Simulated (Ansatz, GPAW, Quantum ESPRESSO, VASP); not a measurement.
**Ni₂Ge (P6_3/mmc, 6 atoms in the cell) computed with different codes at matched settings**

Self-consistent single point, at a second geometry (lattice scaled by 0.98). First geometry:

```xyz
6
Lattice="3.9798 0.0000 0.0000 -1.9899 3.4466 0.0000 0.0000 0.0000 5.0239" Properties=species:S:1:pos:R:3 pbc="T T T"
Ni     1.9899     1.1489     1.2560
Ni     0.0000     2.2977     3.7679
Ni     0.0000     0.0000     0.0000
Ni     0.0000     0.0000     2.5119
Ge     1.9899     1.1489     3.7679
Ge     0.0000     2.2977     1.2560
```

Shared settings, as Ansatz (an electronic-structure program) writes them: kpoints.mp_grid.grid = 9 9 6; scf.occupations.method = gaussian; scf.occupations.width = 0.272 eV. Potentials and cutoffs stand in the table.

| code | model | ΔF from the first geometry (meV/atom) | pressure (GPa) | cutoff |
|---|---|---|---|---|
| GPAW | PBEsol, GPAW PAW datasets PBEsol (made by gpaw-setup) | 33.1 | 15.60 | 850 eV |
| VASP | PBEsol, VASP's PBE PAW potentials (set 64) | 24.5 | 12.03 | 300 eV |
| Ansatz | PBEsol, default PAW files made with PBE | 23.2 | 12.77 | default |
| Quantum ESPRESSO | PBEsol, PSlibrary ultrasoft (PBE) pseudopotentials | 36.8 | 15.66 | 50 Ry |

For VASP (by 1.1 GPa) and Quantum ESPRESSO (by 0.9 GPa) the energy change implies a higher mean pressure, against the two pressures, than for the other programs: a sign of finite-basis (Pulay) stress.

On Ansatz's run: spin polarisation is off.

The spread over the programs that give each value: ΔF from the first geometry within 13.6 meV/atom; pressure within 3.63 GPa.

Ansatz's pressure is given at a fixed set of plane waves, as the other plane-wave codes print theirs; with its correction for the finite basis it is 12.84 GPa.

VASP's run is marked for a possible Pulay error in its stress at this cutoff; no cutoff test was made.

The starting cell comes from a database of computed structures (which also holds hypothetical and non-ambient phases and stackings), without a prior relaxation at this level. For this run, on top of that: lattice scaled by 0.98.

Left out of this page: Elk, FLEUR and SIESTA (not drawn, or without a comparable value).

Keys are those of Ansatz 0.2.
